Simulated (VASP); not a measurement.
Level of theory: r2SCAN meta-GGA, VASP's PBE PAW potentials (set 64) (plane waves; VASP).

The input files of a VASP run:

### INCAR
```
! general
SYSTEM  = CeO2
PREC    = Accurate
ENCUT   = 520
LREAL   = .False.
LASPH   = .True.

! electronic loop
EDIFF   = 1E-7
NELM    = 100
ALGO    = Normal
LMAXMIX = 6   ! l cut-off of mixed one-centre charges
LMIXTAU = .True.

! smearing
ISMEAR  = 0
SIGMA   = 0.05   ! width (eV)

! functional
METAGGA = R2SCAN

! ions
ISIF    = 2   ! forces and stress, cell fixed

! output
LWAVE   = .False.
LCHARG  = .False.
```

### POSCAR
```
CeO2
3.8429940
  0.0000000000   0.7071067083   0.7071067083
  0.7071067083   0.0000000000   0.7071067083
  0.7071067083   0.7071067083   0.0000000000
Ce O
1 2
Cartesian
  0.0000000000   0.0000000000   0.0000000000
  0.3535533542   0.3535533542   0.3535533542
  1.0606600625   1.0606600625   1.0606600625
```

### KPOINTS
```
Automatic mesh
0
Gamma
7 7 7
0 0 0
```

POTCAR, in this order: Ce O (PBE.64 set). Program: vasp_std.

The run wrote:

OSZICAR:
```
       N       E                     dE             d eps       ncg     rms          rms(c)
DAV:   1     0.202734103910E+03    0.20273E+03   -0.11734E+04   648   0.199E+03
DAV:   2    -0.286164769469E+02   -0.23135E+03   -0.22334E+03   984   0.326E+02
DAV:   3    -0.664746926506E+02   -0.37858E+02   -0.33385E+02   840   0.154E+02
DAV:   4    -0.679551584691E+02   -0.14805E+01   -0.14803E+01  1016   0.323E+01
DAV:   5    -0.680367058140E+02   -0.81547E-01   -0.81542E-01  1016   0.630E+00    0.314E+01
DAV:   6    -0.536789940383E+02    0.14358E+02   -0.43997E+01   928   0.499E+01    0.103E+01
DAV:   7    -0.542215491365E+02   -0.54256E+00   -0.20878E+01   944   0.493E+01    0.145E+01
DAV:   8    -0.543445171234E+02   -0.12297E+00   -0.85991E+00   976   0.250E+01    0.499E+00
DAV:   9    -0.538944924218E+02    0.45002E+00   -0.53918E+00   960   0.226E+01    0.289E+00
DAV:  10    -0.539817896617E+02   -0.87297E-01   -0.52918E-01   904   0.801E+00    0.579E-01
DAV:  11    -0.540320151387E+02   -0.50225E-01   -0.21585E-01  1056   0.393E+00    0.157E+00
DAV:  12    -0.540317345771E+02    0.28056E-03   -0.18190E-01   952   0.408E+00    0.821E-02
DAV:  13    -0.540286607394E+02    0.30738E-02   -0.98538E-03   920   0.107E+00    0.336E-01
DAV:  14    -0.540317268116E+02   -0.30661E-02   -0.32641E-03   840   0.657E-01    0.673E-02
DAV:  15    -0.540322025420E+02   -0.47573E-03   -0.78952E-04  1056   0.284E-01    0.446E-02
DAV:  16    -0.540321810024E+02    0.21540E-04   -0.44334E-05   920   0.664E-02    0.322E-02
DAV:  17    -0.540321904478E+02   -0.94454E-05   -0.84728E-05  1040   0.925E-02    0.804E-03
DAV:  18    -0.540321927454E+02   -0.22976E-05   -0.40766E-06   776   0.234E-02    0.459E-03
DAV:  19    -0.540321929980E+02   -0.25263E-06   -0.63778E-07   880   0.766E-03    0.221E-03
DAV:  20    -0.540321933279E+02   -0.32992E-06   -0.41895E-07   688   0.651E-03    0.122E-03
DAV:  21    -0.540321933694E+02   -0.41530E-07   -0.48316E-08   432   0.305E-03
   1 F= -.54032193E+02 E0= -.54032193E+02  d E =-.264359E-13
```

### OUTCAR
```
------------------------ aborting loop because EDIFF is reached ----------------------------------------
  FORCE on cell =-STRESS in cart. coord.  units (eV):
  Direction    XX          YY          ZZ          XY          YZ          ZX
  --------------------------------------------------------------------------------------
  Total        0.0046316      0.0046316      0.0046316     -0.0000000      0.0000000     -0.0000000
  in kB        0.1849029      0.1849029      0.1849029     -0.0000000      0.0000000     -0.0000000
  external PRESSURE =       0.1849029 kB  Pullay stress =       0.0000000 kB
  volume of cell :       40.13
      direct lattice vectors                 reciprocal lattice vectors
     0.000000000  2.717406838  2.717406838    -0.183998948  0.183998948  0.183998948
     2.717406838  0.000000000  2.717406838     0.183998948 -0.183998948  0.183998948
     2.717406838  2.717406838  0.000000000     0.183998948  0.183998948 -0.183998948
 POSITION                                       TOTAL-FORCE (eV/Angst)
 -----------------------------------------------------------------------------------
      0.00000      0.00000      0.00000         0.000000      0.000000     -0.000000
      1.35870      1.35870      1.35870        -0.000000     -0.000000      0.000000
      4.07611      4.07611      4.07611         0.000000      0.000000      0.000000
 -----------------------------------------------------------------------------------
    total drift:                                0.000000     -0.000000      0.000000
  FREE ENERGIE OF THE ION-ELECTRON SYSTEM (eV)
  ---------------------------------------------------
  free  energy   TOTEN  =       -54.0321933694 eV

  energy  without entropy=      -54.0321933694  energy(sigma->0) =      -54.03219337
```
(Selected blocks of OUTCAR.)

**OUTCAR**
```
 val. band max:        4.9401027994   @ k =  -0.2857   0.2857   0.0000

 cond. band min:       7.1384834339   @ k =  -0.4286   0.1429   0.0000


 Fermi energy:         5.1867966061

 k-point     1 :       0.0000    0.0000    0.0000
  band No.  band energies     occupation
      1     -28.6298      2.00000
      2     -12.3271      2.00000
      3     -11.4304      2.00000
      4     -10.2702      2.00000
      5     -10.2702      2.00000
      6     -10.2702      2.00000
      7       1.0605      2.00000
      8       1.0605      2.00000
      9       1.0605      2.00000
     10       4.3427      2.00000
     11       4.3427      2.00000
     12       4.3427      2.00000
     13       7.5230      0.00000
     14       7.5230      0.00000
     15       7.5230      0.00000
     16       7.6732      0.00000

 k-point     2 :       0.1429    0.0000    0.0000
  band No.  band energies     occupation
      1     -28.5914      2.00000
      2     -12.9095      2.00000
      3     -11.5798      2.00000
      4     -10.3157      2.00000
      5     -10.3157      2.00000
      6      -9.6585      2.00000
      7       1.2457      2.00000
      8       1.2457      2.00000
      9       1.5596      2.00000
     10       4.1686      2.00000
     11       4.2716      2.00000
     12       4.2716      2.00000
     13       7.5017      0.00000
     14       7.5017      0.00000
     15       7.5247      0.00000
     16       7.6998      0.00000

 k-point     3 :       0.2857    0.0000    0.0000
  band No.  band energies     occupation
      1     -28.5032      2.00000
      2     -13.7582      2.00000
      3     -11.9238      2.00000
      4     -10.4148      2.00000
      5     -10.4148      2.00000
      6      -8.6840      2.00000
      7       1.6421      2.00000
      8       1.6421      2.00000
      9       2.6474      2.00000
     10       3.9016      2.00000
     11       4.1598      2.00000
     12       4.1598      2.00000
     13       7.4199      0.00000
...
```

The compound is CeO2 in the fluorite structure. It was relaxed first. The run is not spin-polarised, so no magnetic state was tried.
